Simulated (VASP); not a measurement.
The system is SnGe3O8.

```
Ge Sn O
1.0
     4.46533    0.00000    0.00000
     0.00000    4.46533    3.00589
     0.00000   -4.46533    3.00589
Ge Sn O
3 1 8
Direct
  0.50000 0.00000 0.50000
  0.50000 0.50000 0.00000
  0.00000 0.00000 0.00000
  0.00000 0.50000 0.50000
  0.19403 0.15299 0.34701
  0.19403 0.65299 0.84701
  0.80597 0.34701 0.15299
  0.80597 0.84701 0.65299
  0.30597 0.15299 0.84701
  0.30597 0.65299 0.34701
  0.69403 0.34701 0.65299
  0.69403 0.84701 0.15299
```

The cell comes from a database or a generator and needn't be the stable form of this composition.

| Property | Result |
| --- | --- |
| Program | VASP 6.6.1 |
| Task | relaxation of cell and atoms |
| Functional | PBEsol |
| Potentials or basis | VASP PAW PBE potentials, release 64 (Ge_d, Sn_d, O) |
| Cutoff | 600 eV |
| k mesh | 3 × 2 × 2 |
| Occupations | gaussian, width 0.02 eV |
| Spin | no spin polarisation |

At the start: pressure 5.0 GPa; volume 9.99 Å³/atom.

Problem. How do energy, volume and symmetry change on relaxing?

Solution. Over 23 steps the energy falls by 82.0 meV/atom and the volume is 10.07 Å³/atom (+0.8 %); space group C2/m (No. 12, to 0.05 Å).

The path:
```csv
step,energy change (eV),largest force (eV/Å),pressure (GPa),volume (Å³)
1,0.0000,3.5144,5.02,119.87
2,-0.3128,2.2858,-6.93,125.36
3,-0.8462,0.5716,-3.64,122.76
4,-0.9160,0.5516,3.14,119.42
5,-0.9243,0.4931,1.40,120.21
6,-0.9498,0.3385,0.00,120.91
7,-0.9515,0.4211,-0.47,121.15
8,-0.9721,0.1777,-0.55,121.19
9,-0.9773,0.0719,-0.60,121.23
10,-0.9790,0.0479,0.59,120.60
11,-0.9792,0.0403,0.30,120.75
12,-0.9802,0.0373,0.00,120.83
13,-0.9802,0.0407,-0.05,120.85
14,-0.9807,0.0314,-0.04,120.82
15,-0.9809,0.0643,-0.02,120.77
16,-0.9811,0.0605,0.02,120.75
17,-0.9817,0.0518,0.11,120.70
18,-0.9821,0.0538,0.29,120.60
19,-0.9827,0.0561,0.11,120.70
20,-0.9833,0.0690,-0.36,120.95
21,-0.9839,0.0384,-0.22,120.89
22,-0.9842,0.0435,-0.04,120.82
23,-0.9844,0.0160,0.00,120.78
```

Final structure:
```xyz
12
Lattice="4.5416 0.0315 0.0000 0.0320 4.4694 2.9753 -0.0320 -4.4694 2.9753" Properties=species:S:1:pos:R:3 pbc="T T T"
Ge    2.2548   -2.2190    1.4877
Ge    2.2868    2.2505    1.4877
Ge    0.0000    0.0000    0.0000
Sn    0.0000    0.0000    2.9753
O     0.8724   -0.9163    1.3859
O     0.8724   -0.9163    4.5648
O     3.6692    0.9478    1.3859
O     3.6692    0.9478    4.5648
O     1.3469   -3.0753    2.9753
O     1.5492    1.3498    2.9753
O     2.9924   -1.3183    2.9753
O     3.1947    3.1068    2.9753
```

Caveat: the k mesh is coarse (spacing up to 0.63 Å⁻¹), so the values aren't converged; the PAW data sets were made with another functional, which shifts forces and pressure a little.
